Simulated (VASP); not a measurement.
```
MoSi2
1.0
   -1.53488     1.53488     3.79381
    1.53488    -1.53488     3.79381
    1.53488     1.53488    -3.79381
Si Mo
2 1
Direct
  0.66629   0.66629   0.00000
  0.33371   0.33371   0.00000
  0.00000   0.00000   0.00000
```

Calculation: PBEsol GGA, VASP's PBE PAW potentials (set 64) (plane waves; VASP 6.6.1). Settings: 500 eV cut-off, 14×14×14 Γ-centred mesh, first-order Methfessel-Paxton smearing of 0.10 eV, potentials Si Mo_sv.

Problem. Predict the energy per atom (σ→0), pressure, band gap (on the k-mesh) with the smallest direct gap where there is one.

Solution. 
The band gap (on the k-mesh) is none (metal, semimetal or under 0.01 eV) and the energy per atom (σ→0) is -8.242 eV/atom. The pressure is 30.16 GPa.

The compound is MoSi2 in the MoSi2 type structure. It was relaxed first under an external pressure of 30 GPa.
